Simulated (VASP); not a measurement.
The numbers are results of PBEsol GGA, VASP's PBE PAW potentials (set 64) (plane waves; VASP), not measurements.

VASP ran on this input.

**KPOINTS**
```
K-points
0
Gamma
 6 6 6
0 0 0
```

### POSCAR
```
KTaO3
1
    3.9583212613    -0.0000000000    -0.0000000000
   -0.0000000000     3.9583212613    -0.0000000000
    0.0000000000     0.0000000000     3.9583212613
K Ta O
1 1 3
Direct
  0.0000000000   0.0000000000   0.0000000000
  0.5000000000   0.5000000000   0.5000000000
  0.5000000000   0.0000000000   0.5000000000
  0.0000000000   0.5000000000   0.5000000000
  0.5000000000   0.5000000000   0.0000000000
```

### INCAR
```
SYSTEM  =  KTaO3
PREC  =  Accurate; ENCUT  =  620; LREAL  =  .FALSE.
LASPH  =  .TRUE.
EDIFF  =  1E-6; NELM  =  100; ALGO  =  Normal
LMAXMIX  =  6
ISMEAR  =  0; SIGMA  =  0.05
GGA  =  PS
IBRION  =  2; NSW  =  40; ISIF  =  3
EDIFFG  =  -0.02; PSTRESS  =  50
LWAVE  =  .FALSE.; LCHARG  =  .FALSE.
```

POTCAR, in this order: K_sv Ta_pv O (PBE.64 set). Program: vasp_std.

Output of the run:

OUTCAR:
```
 ion  position               nearest neighbor table
   1  0.000  0.000  0.000-   3 2.80   4 2.80   5 2.80   3 2.80   4 2.80   4 2.80   5 2.80   4 2.80
                             3 2.80   5 2.80   3 2.80   5 2.80   2 3.43   2 3.43   2 3.43   2 3.43
   2  0.500  0.500  0.500-   3 1.98   4 1.98   5 1.98   5 1.98   3 1.98   4 1.98   1 3.43   1 3.43
                             1 3.43   1 3.43   1 3.43   1 3.43   1 3.43   1 3.43
   3  0.500  0.000  0.500-   2 1.98   2 1.98   1 2.80   1 2.80   1 2.80   1 2.80
   4  0.000  0.500  0.500-   2 1.98   2 1.98   1 2.80   1 2.80   1 2.80   1 2.80
   5  0.500  0.500  0.000-   2 1.98   2 1.98   1 2.80   1 2.80   1 2.80   1 2.80
  LATTYP: Found a simple cubic cell.
 ALAT       =     3.9583212613
 Subroutine PRICEL returns:
 Original cell was already a primitive cell.
 Subroutine GETGRP returns: Found 48 space group operations
The static configuration has the point symmetry O_h .
The dynamic configuration has the point symmetry O_h .
 Subroutine INISYM returns: Found 48 space group operations
 Subroutine IBZKPT returns following result:
 Found     20 irreducible k-points:

 Following reciprocal coordinates:
            Coordinates               Weight
  0.000000  0.000000  0.000000      1.000000
  0.166667  0.000000  0.000000      6.000000
  0.333333  0.000000  0.000000      6.000000
  0.500000  0.000000  0.000000      3.000000
  0.166667  0.166667  0.000000     12.000000
  0.333333  0.166667  0.000000     24.000000
  0.500000  0.166667  0.000000     12.000000
  0.333333  0.333333  0.000000     12.000000
  0.500000  0.333333  0.000000     12.000000
  0.500000  0.500000  0.000000      3.000000
  0.166667  0.166667  0.166667      8.000000
  0.333333  0.166667  0.166667     24.000000
  0.500000  0.166667  0.166667     12.000000
  0.333333  0.333333  0.166667     24.000000
  0.500000  0.333333  0.166667     24.000000
  0.500000  0.500000  0.166667      6.000000
  0.333333  0.333333  0.333333      8.000000
  0.500000  0.333333  0.333333     12.000000
  0.500000  0.500000  0.333333      6.000000
  0.500000  0.500000  0.500000      1.000000
   k-points           NKPTS =     20   k-points in BZ     NKDIM =     20   number of bands    NBANDS=     23
   number of dos      NEDOS =    301   number of ions     NIONS =      5
   total plane-waves  NPLWV =  32768
   dimension x,y,z NGX =    32 NGY =   32 NGZ =   32
   dimension x,y,z NGXF=    64 NGYF=   64 NGZF=   64
   ions per type =               1   1   3
   PREC   = accura    normal or accurate (medium, high low for compatibility)
   ISTART =      0    job   : 0-new  1-cont  2-samecut
   ICHARG =      2    charge: 1-file 2-atom 10-const
   ISPIN  =      1    spin polarized calculation?
   LNONCOLLINEAR =      F non collinear calculations
   LSORBIT =      F    spin-orbit coupling
   INIWAV =      1    electr: 0-lowe 1-rand  2-diag
   ENCUT  =  620.0 eV  45.57 Ry    6.75 a.u.   8.04  8.04  8.04*2*pi/ulx,y,z
   NELM   =    100;   NELMIN=  2; NELMDL= -5     # of ELM steps
   EDIFF  = 0.1E-05   stopping-criterion for ELM
   LREAL  =      F    real-space projection
   NLSPLINE    = F    spline interpolate recip. space projectors
   LMAXMIX     =    6 max onsite mixed and CHGCAR
   VOSKOWN=      0    Vosko Wilk Nusair interpolation
   EDIFFG = -.2E-01   stopping-criterion for IOM
   NSW    =     40    number of steps for IOM
   NBLOCK =      1;   KBLOCK =     40    inner block; outer block
   IBRION =      2    ionic relax: 0-MD 1-quasi-New 2-CG
   NFREE  =      1    steps in history (QN), initial steepest desc. (CG)
   ISIF   =      3    stress and relaxation
   ISYM   =      2    0-nonsym 1-usesym 2-fastsym
   TEIN   =    0.0    initial temperature
   TEBEG  =    0.0;   TEEND  =   0.0 temperature during run
   SMASS  =  -3.00    Nose mass-parameter (am)
   PSTRESS=   50.0 pullay stress
   NELECT =      38.0000    total number of electrons
   EFERMI =   0.00;   METHOD = LEGACY
   ISMEAR =     0;   SIGMA  =   0.05  broadening in eV -4-tet -1-fermi 0-gaus
...
```

OSZICAR:
```
       N       E                     dE             d eps       ncg     rms          rms(c)
DAV:   1     0.365237719530E+03    0.36524E+03   -0.24013E+04   920   0.195E+03
DAV:   2    -0.304251899111E+02   -0.39566E+03   -0.38673E+03  1133   0.479E+02
DAV:   3    -0.501644730654E+02   -0.19739E+02   -0.19692E+02  1151   0.105E+02
DAV:   4    -0.506349263408E+02   -0.47045E+00   -0.47023E+00  1635   0.143E+01
DAV:   5    -0.506370419220E+02   -0.21156E-02   -0.21154E-02  1152   0.955E-01    0.374E+01
DAV:   6    -0.431409000119E+02    0.74961E+01   -0.38269E+01  1109   0.447E+01    0.154E+01
DAV:   7    -0.429735947155E+02    0.16731E+00   -0.20245E+00  1249   0.990E+00    0.959E+00
DAV:   8    -0.429108003695E+02    0.62794E-01   -0.31093E-01  1198   0.489E+00    0.118E+00
DAV:   9    -0.429048695549E+02    0.59308E-02   -0.23452E-02  1185   0.114E+00    0.206E-01
DAV:  10    -0.429042576544E+02    0.61190E-03   -0.64096E-03  1304   0.627E-01    0.538E-02
DAV:  11    -0.429042620323E+02   -0.43780E-05   -0.38164E-04  1261   0.165E-01    0.311E-02
DAV:  12    -0.429042803038E+02   -0.18271E-04   -0.40724E-05  1417   0.483E-02    0.868E-03
DAV:  13    -0.429042797159E+02    0.58787E-06   -0.60788E-06  1142   0.160E-02
   1 F= -.40968783E+02 E0= -.40968783E+02  d E =-.409688E+02
```

OUTCAR:
```
------------------------ aborting loop because EDIFF is reached ----------------------------------------
  FORCE on cell =-STRESS in cart. coord.  units (eV):
  Direction    XX          YY          ZZ          XY          YZ          ZX
  --------------------------------------------------------------------------------------
  Total        1.9192077      1.9192077      1.9192077      0.0000000      0.0000000     -0.0000000
  in kB       49.5791924     49.5791924     49.5791924      0.0000000      0.0000000     -0.0000000
  external PRESSURE =      -0.4208076 kB  Pullay stress =      50.0000000 kB
  volume of cell :       62.02
      direct lattice vectors                 reciprocal lattice vectors
     3.958321261  0.000000000  0.000000000     0.252632349  0.000000000  0.000000000
     0.000000000  3.958321261  0.000000000     0.000000000  0.252632349  0.000000000
     0.000000000  0.000000000  3.958321261     0.000000000  0.000000000  0.252632349
 POSITION                                       TOTAL-FORCE (eV/Angst)
 -----------------------------------------------------------------------------------
      0.00000      0.00000      0.00000         0.000000      0.000000      0.000000
      1.97916      1.97916      1.97916         0.000000      0.000000      0.000000
      1.97916      0.00000      1.97916         0.000000      0.000000      0.000000
      0.00000      1.97916      1.97916         0.000000      0.000000      0.000000
      1.97916      1.97916      0.00000         0.000000      0.000000      0.000000
 -----------------------------------------------------------------------------------
    total drift:                                0.000000     -0.000000     -0.000000
  FREE ENERGIE OF THE ION-ELECTRON SYSTEM (eV)
  ---------------------------------------------------
  free  energy   TOTEN  =       -42.9042797159 eV

  energy  without entropy=      -42.9042797159  energy(sigma->0) =      -42.90427972
  enthalpy is  TOTEN    =       -40.9687825525 eV   P V=        1.9354971634

 reached required accuracy - stopping structural energy minimisation
```
(Selected blocks of OUTCAR.)

The compound is KTaO3 in the cubic perovskite structure. It was relaxed first under an external pressure of 5 GPa.
